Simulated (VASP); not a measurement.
These are PW91 GGA, VASP's PBE PAW potentials (set 64) (plane waves; VASP) values and carry that method's errors.

Input for VASP

File KPOINTS:
```
Automatic mesh
0
Gamma
9 9 9
0 0 0
```

**INCAR**
```
ALGO  =  Normal
EDIFF  =  1E-6
EDIFFG  =  -0.01
ENCUT  =  520
GGA  =  91
IBRION  =  2
ISIF  =  3
ISMEAR  =  1
LASPH  =  .TRUE.
LCHARG  =  .FALSE.
LMAXMIX  =  4
LREAL  =  .FALSE.
LWAVE  =  .FALSE.
NELM  =  100
NSW  =  60
PREC  =  Accurate
SIGMA  =  0.1
SYSTEM  =  Bi
```

**POSCAR**
```
Bi
1
    4.1658200000    -2.2750000000     0.0000000000
    4.1658200000     2.2750000000     0.0000000000
    2.9234170000     0.0000000000     3.7394270000
Bi
2
Direct
  0.2340000000   0.2340000000   0.2340000000
  0.7660000000   0.7660000000   0.7660000000
```

POTCAR, in this order: Bi_d (PBE.64 set). Program: vasp_std.

Output of the run:

File OSZICAR:
```
       N       E                     dE             d eps       ncg     rms          rms(c)
DAV:   1     0.293528607383E+03    0.29353E+03   -0.16658E+04  3230   0.188E+03
DAV:   2     0.156043115944E+02   -0.27792E+03   -0.27372E+03  3248   0.456E+02
DAV:   3    -0.705053283366E+01   -0.22655E+02   -0.22292E+02  3757   0.154E+02
DAV:   4    -0.782296853444E+01   -0.77244E+00   -0.77100E+00  3561   0.312E+01
DAV:   5    -0.786487990216E+01   -0.41911E-01   -0.41910E-01  4435   0.650E+00    0.127E+00
DAV:   6    -0.784559180992E+01    0.19288E-01   -0.46215E-02  3830   0.297E+00    0.692E-01
DAV:   7    -0.784192748935E+01    0.36643E-02   -0.27116E-02  4173   0.232E+00    0.182E-01
DAV:   8    -0.784204482789E+01   -0.11734E-03   -0.24676E-03  3440   0.626E-01    0.208E-02
DAV:   9    -0.784205754582E+01   -0.12718E-04   -0.11981E-04  4119   0.118E-01    0.110E-02
DAV:  10    -0.784205854515E+01   -0.99933E-06   -0.95295E-06  3078   0.230E-02
   1 F= -.78420585E+01 E0= -.78421245E+01  d E =-.784206E+01
       N       E                     dE             d eps       ncg     rms          rms(c)
DAV:   1    -0.881767567831E+01   -0.97562E+00   -0.31115E+01  3524   0.939E+01    0.509E+00
DAV:   2    -0.801020810157E+01    0.80747E+00   -0.17184E+00  3488   0.209E+01    0.213E+00
DAV:   3    -0.784967401557E+01    0.16053E+00   -0.78734E-01  4077   0.127E+01    0.260E-01
DAV:   4    -0.784972940418E+01   -0.55389E-04   -0.19569E-02  3407   0.147E+00    0.113E-01
DAV:   5    -0.785012881270E+01   -0.39941E-03   -0.49001E-03  4154   0.794E-01    0.944E-02
DAV:   6    -0.785001773421E+01    0.11108E-03   -0.71369E-04  4113   0.402E-01    0.121E-02
DAV:   7    -0.785000934188E+01    0.83923E-05   -0.52031E-05  3894   0.938E-02    0.570E-03
DAV:   8    -0.785001131633E+01   -0.19744E-05   -0.38424E-06  3032   0.173E-02    0.164E-03
DAV:   9    -0.785001246958E+01   -0.11533E-05   -0.86562E-07  1697   0.788E-03    0.642E-04
DAV:  10    -0.785001246617E+01    0.34115E-08   -0.17131E-07  1633   0.631E-03
   2 F= -.78500125E+01 E0= -.78500900E+01  d E =-.795392E-02
       N       E                     dE             d eps       ncg     rms          rms(c)
DAV:   1    -0.800298373502E+01   -0.15297E+00   -0.43384E+00  3521   0.322E+01    0.201E+00
DAV:   2    -0.787681888265E+01    0.12616E+00   -0.27116E-01  3488   0.801E+00    0.814E-01
DAV:   3    -0.785432359484E+01    0.22495E-01   -0.10586E-01  4051   0.477E+00    0.855E-02
DAV:   4    -0.785448586690E+01   -0.16227E-03   -0.25285E-03  3369   0.461E-01    0.455E-02
DAV:   5    -0.785464012353E+01   -0.15426E-03   -0.58235E-04  3812   0.229E-01    0.301E-02
DAV:   6    -0.785464727830E+01   -0.71548E-05   -0.50370E-05  4334   0.949E-02    0.367E-03
DAV:   7    -0.785464819956E+01   -0.92126E-06   -0.22648E-06  2060   0.209E-02
   3 F= -.78546482E+01 E0= -.78547215E+01  d E =-.125897E-01
       N       E                     dE             d eps       ncg     rms          rms(c)
DAV:   1    -0.785487044707E+01   -0.22317E-03   -0.68735E-03  3521   0.131E+00    0.786E-02
DAV:   2    -0.785467966320E+01    0.19078E-03   -0.40668E-04  3488   0.316E-01    0.321E-02
DAV:   3    -0.785464324645E+01    0.36417E-04   -0.16991E-04  4072   0.191E-01    0.361E-03
DAV:   4    -0.785464214366E+01    0.11028E-05   -0.36739E-06  2582   0.192E-02    0.175E-03
DAV:   5    -0.785464108549E+01    0.10582E-05   -0.15963E-06  1615   0.176E-02    0.179E-03
DAV:   6    -0.785464084067E+01    0.24482E-06   -0.71007E-07  1615   0.152E-02
   4 F= -.78546408E+01 E0= -.78547143E+01  d E =-.125823E-01
       N       E                     dE             d eps       ncg     rms          rms(c)
DAV:   1    -0.785512209746E+01   -0.48101E-03   -0.20073E-02  3515   0.123E+00    0.104E-01
DAV:   2    -0.785488051906E+01    0.24158E-03   -0.90584E-04  3613   0.522E-01    0.648E-02
DAV:   3    -0.785472105852E+01    0.15946E-03   -0.28038E-04  4532   0.353E-01    0.696E-03
DAV:   4    -0.785472785918E+01   -0.68007E-05   -0.93420E-05  3449   0.132E-01    0.474E-03
DAV:   5    -0.785472727687E+01    0.58230E-06   -0.40208E-06  2835   0.255E-02
   5 F= -.78547273E+01 E0= -.78548030E+01  d E =-.864362E-04
       N       E                     dE             d eps       ncg     rms          rms(c)
DAV:   1    -0.785836957885E+01   -0.36417E-02   -0.18026E-01  3518   0.368E+00    0.312E-01
DAV:   2    -0.785620191165E+01    0.21677E-02   -0.81583E-03  3685   0.150E+00    0.194E-01
DAV:   3    -0.785477648085E+01    0.14254E-02   -0.25159E-03  4495   0.103E+00    0.208E-02
DAV:   4    -0.785483763154E+01   -0.61151E-04   -0.78946E-04  3458   0.378E-01    0.138E-02
DAV:   5    -0.785483604736E+01    0.15842E-05   -0.38467E-05  4116   0.775E-02    0.510E-03
DAV:   6    -0.785483570329E+01    0.34407E-06   -0.37094E-06  2819   0.317E-02
   6 F= -.78548357E+01 E0= -.78549067E+01  d E =-.194863E-03
       N       E                     dE             d eps       ncg     rms          rms(c)
DAV:   1    -0.785512150882E+01   -0.28546E-03   -0.30511E-02  4862   0.175E+00    0.906E-02
DAV:   2    -0.785490128783E+01    0.22022E-03   -0.72951E-04  3566   0.390E-01    0.372E-02
DAV:   3    -0.785485888846E+01    0.42399E-04   -0.23395E-04  4205   0.220E-01    0.461E-03
DAV:   4    -0.785486060853E+01   -0.17201E-05   -0.65549E-06  3242   0.259E-02    0.236E-03
DAV:   5    -0.785486192078E+01   -0.13122E-05   -0.69425E-07  1630   0.780E-03    0.999E-04
DAV:   6    -0.785486236947E+01   -0.44869E-06   -0.27937E-07  1615   0.574E-03
   7 F= -.78548624E+01 E0= -.78549338E+01  d E =-.266662E-04
```

OUTCAR:
```
------------------------ aborting loop because EDIFF is reached ----------------------------------------
  FORCE on cell =-STRESS in cart. coord.  units (eV):
  Direction    XX          YY          ZZ          XY          YZ          ZX
  --------------------------------------------------------------------------------------
  Total        0.0139046      0.0174513      0.0170597      0.0000000      0.0000000     -0.0011784
  in kB        0.3039665      0.3815001      0.3729416      0.0000000      0.0000000     -0.0257602
  external PRESSURE =       0.3528027 kB  Pullay stress =       0.0000000 kB
  volume of cell :       73.29
      direct lattice vectors                 reciprocal lattice vectors
     4.230236885 -2.294843045  0.009329975     0.118402282 -0.217879825 -0.093215685
     4.230236885  2.294843045  0.009329975     0.118402282  0.217879825 -0.093215685
     2.976997369  0.000000000  3.781373078    -0.000584280  0.000000000  0.264914194
 POSITION                                       TOTAL-FORCE (eV/Angst)
 -----------------------------------------------------------------------------------
      2.67959      0.00000      0.89028        -0.003038      0.000000     -0.001009
      8.75788      0.00000      2.90975         0.003038      0.000000      0.001009
 -----------------------------------------------------------------------------------
    total drift:                                0.000000     -0.000000      0.000000
  FREE ENERGIE OF THE ION-ELECTRON SYSTEM (eV)
  ---------------------------------------------------
  free  energy   TOTEN  =        -7.8548623695 eV

  energy  without entropy=       -7.8550765352  energy(sigma->0) =       -7.85493376

 reached required accuracy - stopping structural energy minimisation
```
(Selected blocks of OUTCAR.)

**CONTCAR**
```
Bi
   1.00000000000000
     4.2302368846243201   -2.2948430445933754    0.0093299746742100
     4.2302368846243201    2.2948430445933754    0.0093299746742100
     2.9769973694683003    0.0000000000000000    3.7813730782799642
  Bi
     2
Direct
     0.2342816944988437    0.2342816944988437    0.2342816944979400
     0.7657183055011564    0.7657183055011564    0.7657183055020601
```

Energy and stress use the plane-wave basis of the starting cell.

The compound is Bi in the a7 structure. This run relaxes it. Symmetry was kept, so distortions that lower it aren't found.
